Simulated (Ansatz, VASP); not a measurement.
# Cross-check of SiTeS (1T-SiSTe, 1 layer) between VASP and Ansatz, part 2 of 2

Aim: how closely do two programs agree when they are given the same cell, functional and k mesh? Of the first pair: The structure shown is the start of the Ansatz relaxation below; VASP solves that cell, so the two are compared at the walk's first step.

VASP 6.6.1 and Ansatz 0.2.0.

So far: The structure; Ansatz: relaxation, PBE.

### 3. VASP: single point, PBE, start cell, pair 1

Level of this step: PBE; plane waves and PAW (Te, Si, S) (VASP).

The same cell, functional, mesh and smearing now go to VASP, with its own data sets.

Lines of VASP's logs that name or quote its potential files are left out, and so is its time.

Contents of INCAR:

```
SYSTEM = SiTeS
PREC = Accurate
ENCUT = 400
EDIFF = 1E-06
NELM = 120
ISMEAR = -1
SIGMA = 0.05
LREAL = .FALSE.
ALGO = Normal
GGA = PE
NBANDS = 14
LORBIT = 11
LWAVE = .FALSE.
LCHARG = .FALSE.
ISIF = 2
LDIPOL = .TRUE.
IDIPOL = 3
DIPOL = 0.5 0.5 0.505
LVHAR = .TRUE.
LASPH = .TRUE.
GGA_COMPAT = .FALSE.
NELMDL = -8
```

Contents of POSCAR:

```
SiTeS
1.0
    3.3612980000      0.0000000000      0.0000000000
   -1.6806490000      2.9109700000      0.0000000000
    0.0000000000      0.0000000000     17.3047790000
Te Si S
1 1 1
Direct
    0.6666666094      0.3333332188      0.4334062862
    0.9999999427      0.9999998855      0.5149070092
    0.3333332761      0.6666665521      0.5665937138
```

Contents of KPOINTS:

```
Automatic mesh
0
Gamma
12 12 1
0 0 0
```

PAW data sets: Te, Si and S (PBE family, release 64).

Run with:

```bash
$ mpirun -np 1 vasp_std
```

Numbers of over 12 decimals in the logs are rounded to 6 here.

The program printed:

```text
[banner, memory and clock lines left out]
running    1 mpi-ranks, on    1 nodes
 distrk:  each k-point on    1 cores,    1 groups
 distr:  one band on    1 cores,    1 groups

 POSCAR found type information on POSCAR TeSiS
 POSCAR found :  3 types and       3 ions
 LDA part: xc-table for (Slater+PW92), standard interpolation
 POSCAR, INCAR and KPOINTS ok, starting setup
 FFT: planning ... GRIDC
 FFT: planning ... GRID_SOFT
 FFT: planning ... GRID
 WAVECAR not read
 entering main loop
       N       E                     dE             d eps       ncg     rms          rms(c)
DAV:   1     0.102607718657E+03    0.10261E+03   -0.47997E+03   532   0.697E+02
DAV:   2    -0.156024724329E+01   -0.10417E+03   -0.94829E+02   854   0.147E+02
DAV:   3    -0.107293081198E+02   -0.91691E+01   -0.88867E+01   724   0.523E+01
DAV:   4    -0.109938208628E+02   -0.26451E+00   -0.26401E+00   760   0.106E+01
DAV:   5    -0.110023229634E+02   -0.85021E-02   -0.85013E-02   842   0.177E+00
DAV:   6    -0.110024497254E+02   -0.12676E-03   -0.12675E-03   790   0.204E-01
DAV:   7    -0.110024550706E+02   -0.53452E-05   -0.53452E-05   836   0.332E-02
DAV:   8    -0.110024551475E+02   -0.76922E-07   -0.76969E-07   626   0.329E-03    0.166E+01
DAV:   9    -0.106068003790E+02    0.39565E+00   -0.47452E-01   724   0.471E+00    0.932E+00
DAV:  10    -0.105409534927E+02    0.65847E-01   -0.38967E-01   736   0.380E+00    0.198E+00
DAV:  11    -0.105381566566E+02    0.27968E-02   -0.35913E-02   694   0.130E+00    0.678E-01
DAV:  12    -0.105358017444E+02    0.23549E-02   -0.55717E-03   736   0.489E-01    0.293E-01
DAV:  13    -0.105354726564E+02    0.32909E-03   -0.13718E-03   754   0.228E-01    0.115E-01
DAV:  14    -0.105353958116E+02    0.76845E-04   -0.12194E-04   732   0.685E-02    0.349E-02
DAV:  15    -0.105353957930E+02    0.18586E-07   -0.18638E-05   706   0.229E-02    0.214E-02
DAV:  16    -0.105354546521E+02   -0.58859E-04   -0.50575E-05   682   0.316E-02    0.146E-02
DAV:  17    -0.105354870478E+02   -0.32396E-04   -0.63370E-06   658   0.107E-02    0.127E-02
DAV:  18    -0.105355116883E+02   -0.24640E-04   -0.11486E-05   676   0.116E-02    0.581E-03
DAV:  19    -0.105355223323E+02   -0.10644E-04   -0.13350E-06   632   0.340E-03    0.291E-03
DAV:  20    -0.105355513193E+02   -0.28987E-04   -0.15028E-06   628   0.417E-03    0.141E-03
DAV:  21    -0.105355708064E+02   -0.19487E-04   -0.59962E-07   616   0.248E-03    0.178E-03
DAV:  22    -0.105355823505E+02   -0.11544E-04   -0.43712E-07   544   0.205E-03    0.107E-03
DAV:  23    -0.105355860573E+02   -0.37068E-05   -0.13040E-07   536   0.107E-03    0.663E-04
DAV:  24    -0.105355865490E+02   -0.49170E-06   -0.30291E-08   548   0.583E-04
   1 F= -.10535587E+02 E0= -.10532488E+02  d E =-.619791E-02
```

OUTCAR, selected parts (step 3):

```text
ion  position               nearest neighbor table
   1  0.667  0.333  0.433-   2 2.40   2 2.40   2 2.40   3 3.01   3 3.01   3 3.01
   2  1.000  1.000  0.515-   3 2.14   3 2.14   3 2.14   1 2.40   1 2.40   1 2.40
   3  0.333  0.667  0.567-   2 2.14   2 2.14   2 2.14   1 3.01   1 3.01   1 3.01

  LATTYP: Found a hexagonal cell.
 ALAT       =     3.3612980000
 C/A-ratio  =     5.1482430299

 Subroutine GETGRP returns: Found  6 space group operations
 (whereof  6 operations were pure point group operations)

The static configuration has the point symmetry C_3v.

 Found     19 irreducible k-points:

   k-points           NKPTS =     19   k-points in BZ     NKDIM =     19   number of bands    NBANDS=     14

   dimension x,y,z NGX =    24 NGY =   24 NGZ =  120
   dimension x,y,z NGXF=    48 NGYF=   48 NGZF=  240

   ENCUT  =  400.0 eV  29.40 Ry    5.42 a.u.   5.48  5.48 28.22*2*pi/ulx,y,z

   NELECT =      16.0000    total number of electrons

 k-points in reciprocal lattice and weights: Automatic mesh
   0.00000000  0.00000000  0.00000000       0.007
   0.08333333  0.00000000  0.00000000       0.042
   0.16666667  0.00000000  0.00000000       0.042
   0.25000000  0.00000000  0.00000000       0.042
   0.33333333  0.00000000  0.00000000       0.042
   0.41666667  0.00000000  0.00000000       0.042
   0.50000000  0.00000000  0.00000000       0.021
   0.08333333  0.08333333  0.00000000       0.042
   0.16666667  0.08333333  0.00000000       0.083
[...]
0.33333333  0.25000000  0.00000000       0.083
   0.33333333  0.33333333  0.00000000       0.014

 dipolmoment           0.000000      0.000000      0.009670 electrons x Angstroem

 average (electrostatic) potential at core
       1 -94.5260       2 -90.7302       3 -92.7731

 E-fermi :  -0.5152

 k-point     1 :       0.0000    0.0000    0.0000
  band No.  band energies     occupation
    ...
      4      -4.2996      2.00000
      5      -4.2996      2.00000
      6      -1.9044      2.00000
      7      -0.8479      1.99742
      8      -0.8479      1.99742
      9       0.9950      0.00000
     10       3.7250      0.00000
     11       3.8919      0.00000
     12       3.9304      0.00000
     13       3.9304      0.00000
    ...

 k-point     2 :       0.0833    0.0000    0.0000
  band No.  band energies     occupation
    ...
      4      -4.9987      2.00000
      5      -4.5258      2.00000
      6      -1.8355      2.00000
      7      -1.3816      2.00000
      8      -0.6937      1.94521
      9       1.4872      0.00000
     10       3.3004      0.00000
     11       3.7786      0.00000
     12       3.8696      0.00000
     13       4.2672      0.00000
    ...

 k-point     3 :       0.1667    0.0000    0.0000
  band No.  band energies     occupation
    ...
      4      -6.0023      2.00000
      5      -5.0210      2.00000
      6      -2.6726      2.00000
      7      -1.6695      2.00000
      8      -0.5316      1.16233
      9       1.6005      0.00000
     10       3.3169      0.00000
     11       3.9121      0.00000
     12       4.0719      0.00000
     13       4.3669      0.00000
    ...

  Total       14.1515666     14.1515719     13.7203706     -0.0000000     -0.0000000      0.0000000
  in kB      133.9073139    133.9073638    129.8271790     -0.0000000     -0.0000000      0.0000000
  external PRESSURE =     132.5472856 kB  Pullay stress =       0.0000000 kB

  energy-cutoff  :      400.00
  volume of cell :      169.32
      direct lattice vectors                 reciprocal lattice vectors
     3.361298000  0.000000000  0.000000000     0.297504119  0.171764051  0.000000000
    -1.680649000  2.910970000  0.000000000     0.000000000  0.343528102  0.000000000
     0.000000000  0.000000000 17.304779000     0.000000000  0.000000000  0.057787505

 POSITION                                       TOTAL-FORCE (eV/Angst)
 -----------------------------------------------------------------------------------
      1.68065      0.97032      7.50000         0.000000     -0.000000     -6.150172
      1.68065      2.91097      8.91035         0.000000     -0.000000      0.484040
      0.00000      1.94065      9.80478        -0.000000      0.000000      5.666131
 -----------------------------------------------------------------------------------
    total drift:                               -0.000000      0.000248     -0.000056

  FREE ENERGIE OF THE ION-ELECTRON SYSTEM (eV)
  ---------------------------------------------------
  free  energy   TOTEN  =       -10.5355865490 eV

  energy  without entropy=      -10.5293886350  energy(sigma->0) =      -10.53248759

 vacuum level on the upper side and lower side of the slab         4.615         4.437

 total charge
# of ion       s       p       d       tot
------------------------------------------
    1        1.394   2.199   0.101   3.693
    2        0.699   0.979   0.000   1.678
    3        1.338   2.533   0.000   3.871
--------------------------------------------------
tot          3.431   5.711   0.101   9.243

[... 3 further parts left out ...]
```

### 4. Side by side

Known differences besides the potentials themselves: the data sets hold 26 valence electrons in Ansatz (on its default PAW (the set named soft_2) files) and 16 in VASP; the cutoff is 420 eV in Ansatz and 400 eV in VASP. Total energies have different zeros and are not compared.

Forces (eV/Å; atoms numbered as in POSCAR):

| atom | Ansatz x, y, z | VASP x, y, z |
| --- | --- | --- |
| Te1 | 0.000, 0.000, -6.075 | 0.000, 0.000, -6.150 |
| Si2 | 0.000, 0.000, 0.384 | 0.000, 0.000, 0.484 |
| S3 | 0.000, 0.000, 5.691 | 0.000, 0.000, 5.666 |

The forces differ by 42 meV/Å r.m.s., which is 1.5 % of the r.m.s. force of 2.792 eV/Å (both taken over all components). With vacuum in the cell, a pressure given here is an average over mostly empty space and none of the material.

### 5. Ansatz: relaxation, PBE

This run makes the geometry at which the two programs are then compared.

The structure compared here is the end of the Ansatz relaxation.

Contents of input.yaml:

```yaml
crystal:
  lattice:
    - [3.3612985, 0.0, 0.0]
    - [-1.68064925, 2.9109698907, 0.0]
    - [0.0, 0.0, 17.3047788486]
  atoms:
    - { symbol: Te, position: [0.6666666667, 0.3333333333, 0.43340629] }
    - { symbol: Si, position: [0.0, 0.0, 0.5149069939] }
    - { symbol: S, position: [0.3333333333, 0.6666666667, 0.56659371] }
kpoints:
  mp_grid: { grid: [12, 12, 1] }
hamiltonian:
  xc: pbe
scf:
  occupations: { method: fermi_dirac, width: 0.05 }
  convergence: { dr2_threshold: 1.0e-08 }
efield:
  axis: 3
  dipole_correction: true
  ramp_position: 0.97
  ramp_width: 0.04
relax:
  f_tol: 0.01
  cell: { fix: [c, alpha, beta] }
output:
  write_potential: true
  write_density: true
  volumetric_format: npy
```

Run with:

```bash
$ ansatz run input.yaml --threads 2 --pin off --max-ram 4096MiB --backend cpu --events-out ev --progress --plain --runs-dir out
```

The program printed:

```text
[...]
Crystal: 3 atoms, lattice volume = 169.321 Å³
Basis set: ecut = 420 eV, 3345 PW (Γ), exchange–correlation on 48×48×240 points (8 copies of the dense FFT grid, shifted against one another)
[...]
--- Relaxed structure (7 steps of the walk, 7 accepted, 1 SCFs on fresh bases) ---
[...]
cell:  # Å, volume = 186.2918 Å³
    - [3.525726, 0, 0]
    - [-1.762863, 3.053368, 0]
    - [0, 0, 17.3047788486]
  atoms:
    - { symbol: Te, position: [0.666667, 0.333333, 0.412729] }
    - { symbol: Si, position: [0, 0, 0.515080] }
    - { symbol: S, position: [0.333333, 0.666667, 0.587098] }
[key lines of the parts left out:]
SCF converged after 4 iterations
Free energy (F): -8518.177192 eV
Fermi energy:    0.090878 eV
Dipole field:    D = -0.039663 V/Å  (p = -0.040833 e·Å, saw-weighted, corrected)
Work function:   Φ+ = 5.1027 eV   Φ− = 4.4164 eV
P = ⅓ Tr σ = 0.0009 GPa (0.009 kbar)
```

### 6. VASP: single point, PBE, relaxed cell, pair 2

The same cell, functional, mesh and smearing now go to VASP, with its own data sets.

Changes to INCAR since step 3:

```diff
@@ -2,3 +2,3 @@
 PREC = Accurate
-ENCUT = 400
+ENCUT = 500
 EDIFF = 1E-06
@@ -17,3 +17,3 @@
 IDIPOL = 3
-DIPOL = 0.5 0.5 0.505
+DIPOL = 0.5 0.5 0.506
 LVHAR = .TRUE.
```

Contents of POSCAR:

```
SiTeS
1.0
    3.5257255744      0.0000000000      0.0000000000
   -1.7628627872      3.0533679142      0.0000000000
    0.0000000000      0.0000000000     17.3047788486
Te Si S
1 1 1
Direct
    0.6666666667      0.3333333333      0.4127292722
    0.0000000000      1.0000000000      0.5150801204
    0.3333333334      0.6666666666      0.5870976013
```

KPOINTS is that of step 3.

Run with:

```bash
$ mpirun -np 1 vasp_std
```

The program printed:

```text
[... set-up lines as in an earlier step ...]
 entering main loop
       N       E                     dE             d eps       ncg     rms          rms(c)
DAV:   1     0.942909167165E+02    0.94291E+02   -0.50873E+03   532   0.807E+02
DAV:   2    -0.301834006324E+01   -0.97309E+02   -0.88660E+02   880   0.140E+02
DAV:   3    -0.129238647101E+02   -0.99055E+01   -0.96997E+01   694   0.525E+01
DAV:   4    -0.132043865981E+02   -0.28052E+00   -0.28003E+00   696   0.109E+01
[...]
DAV:  23    -0.130250392144E+02   -0.79743E-05   -0.35016E-07   526   0.236E-03    0.109E-03
DAV:  24    -0.130250413792E+02   -0.21648E-05   -0.83704E-08   500   0.109E-03    0.468E-04
DAV:  25    -0.130250422692E+02   -0.88999E-06   -0.36768E-08   488   0.722E-04
   1 F= -.13025042E+02 E0= -.13020191E+02  d E =-.970318E-02
```

OUTCAR, selected parts (step 6):

```text
  Total       -0.0273847     -0.0273847      0.0081175      0.0000000      0.0000000      0.0000000
  in kB       -0.2355186     -0.2355186      0.0698137      0.0000000      0.0000000      0.0000000
  external PRESSURE =      -0.1337412 kB  Pullay stress =       0.0000000 kB

 POSITION                                       TOTAL-FORCE (eV/Angst)
 -----------------------------------------------------------------------------------
      1.76286      1.01779      7.14219         0.000000      0.000000     -0.018127
      0.00000      0.00000      8.91335         0.000000      0.000000      0.028594
      0.00000      2.03558     10.15959        -0.000000     -0.000000     -0.010467
 -----------------------------------------------------------------------------------
    total drift:                               -0.000000      0.000000     -0.000406

  FREE ENERGIE OF THE ION-ELECTRON SYSTEM (eV)
  ---------------------------------------------------
  free  energy   TOTEN  =       -13.0250422692 eV

  energy  without entropy=      -13.0153390890  energy(sigma->0) =      -13.02019068

[... 1 part as in an earlier step ...]

[... 2 further parts left out ...]
[key lines of the parts left out:]
E-fermi :  -0.5995
```

### 7. Side by side

What differs besides the data sets and the points named for the pairs above, as far as they apply: the data sets hold 26 valence electrons in Ansatz (on its default PAW (the set named soft_2) files) and 16 in VASP; the cutoff is 420 eV in Ansatz and 500 eV in VASP; Ansatz's pressure holds a Pulay correction, VASP's none. Total energies have different zeros and are not compared.

Both answers:

| quantity | Ansatz | VASP | difference |
| --- | --- | --- | --- |
| pressure (GPa) | 0.00 | -0.01 | +0.01 |
| work function, lower of the two faces (eV) | 4.42 | 4.42 | 0.00 |
| work function, higher of the two faces (eV) | 5.10 | 5.08 | +0.02 |

At this near-relaxed geometry the largest component of a force difference is 30 meV/Å. With vacuum in the cell, a pressure given here is an average over mostly empty space and none of the material.

### 8. Other set-ups

Further runs change the set-up of one program: Ansatz's method, potentials or start, or VASP's data sets, cutoff or form of LDA. The table gives Ansatz less VASP for each quantity, since a change that brings one quantity closer may part another.

| run | r.m.s. force difference (meV/Å) | pressure (GPa) | work function, lower of the two faces (eV) | work function, higher of the two faces (eV) |
| --- | --- | --- | --- | --- |
| as above | 12 | 0.014 | -0.0021 | 0.020 |
| VASP with the data sets Te, Si_sv_GW and S and a cutoff of 720 eV | 12 | 0.054 | 2.6e-4 | 0.021 |

### 9. Outcome

| Property | Result |
| --- | --- |
| r.m.s. force difference (single point, PBE, start cell, pair 1) | 1.5 % of the r.m.s. force |
| r.m.s. force difference (single point, PBE, relaxed cell, pair 2) | 12 meV/Å |

The r.m.s. force difference is 12 meV/Å (single point, PBE, relaxed cell, pair 2), at about the 12 meV/Å picked in this series as the mark of a large difference. The data sets hold unlike numbers of valence electrons (26 in Ansatz and 16 in VASP), so part of the differences comes from the potentials. Single point, PBE, relaxed cell, pair 2, VASP with the data sets Te, Si_sv_GW and S and a cutoff of 720 eV: the difference in pressure goes from 0.014 to 0.054 GPa; the difference in work function, lower of the two faces goes from -0.0021 to 2.6e-4 eV. How closely two codes agree says nothing of how well the functional describes the real material.

[Lines on the potential files, build, host, timing and source positions are cut from VASP's logs without a mark.]

[Logs are printed without paths, hosts, clocks, repeated set-up lines and the standing remarks that a program may print on its own settings, such as how far it seeks lower states.]

[Hosts, paths, dates, database ids (printed as entryN), source tags and the programs' standing remarks are cut or masked in the printed files.]
